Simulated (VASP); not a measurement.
Runs of VASP 6.6.1 on BFH2. The cell holds a molecule in a box, 4 atoms: a = 12.000 Å, b = 11.000 Å, c = 11.000 Å, α = 90.00°, β = 90.00°, γ = 90.00°. 

```tsv
task	level	potentials or basis	cell	cutoff (eV)	grid for exact exchange (PRECFOCK)	exchange at q = 0	gap on the mesh (eV)	largest force (eV/Å)
atomic charges	PBE+TS	VASP PAW PBE potentials, release 64 (B, F, H)	as given	520	-	-	5.48	0.72
single point	B3LYP+D4	VASP PAW PBE potentials, release 64 (B, F, H)	as given	520	Fast	default	7.66	0.45
relaxation of the atoms	BLYP+D3(BJ)	VASP PAW PBE potentials, release 64 (B_h, F_h, H_h)	atoms relaxed	900	-	-	5.56	0.01
single point	RPBE+D3(BJ)	VASP PAW PBE potentials, release 64 (B, F, H)	as given	520	-	-	5.56	(a)
electron localisation function	PBE	VASP PAW PBE potentials, release 64 (B, F, H)	as given	520	-	-	5.48	0.72
```

Alike in all rows: no spin polarisation; k mesh 1 × 1 × 1; smearing gaussian 0.01 eV.

Task: Fill in the values left out.

Result: (a) 1.03.

Caveats: the PAW data sets were made with another functional, which shifts forces and pressure a little (some runs).

A k mesh can miss the band edges.

Not every run made on this cell is shown here.
